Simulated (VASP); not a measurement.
Energy against volume of Ge (diamond). All values below come from SCAN meta-GGA, VASP's PBE PAW potentials (set 64) (plane waves; VASP). Run with 520 eV cut-off, 8×8×8 Γ-centred mesh, Gaussian smearing of 0.050 eV, potentials Ge_d.

| V (Å³/atom) | E (eV/atom) |
|---|---|
| 21.962 | -19.04672 |
| 22.641 | -19.05245 |
| 23.320 | -19.04941 |
| 24.000 | -19.03864 |

### Question
Fit these four points and predict the energy of the run at 21.283 Å³/atom.

### Answer
A cubic in V^(−2/3), the third-order Birch-Murnaghan form, passes through the four points with V0 = 22.73 Å³/atom and B0 = 68 GPa, and gives -19.0310 eV/atom there. The run gave -19.0305 eV/atom, +0.5 meV/atom from the fit; all five points give B0 = 69 GPa.

The compound is Ge in the diamond structure. It was relaxed first.
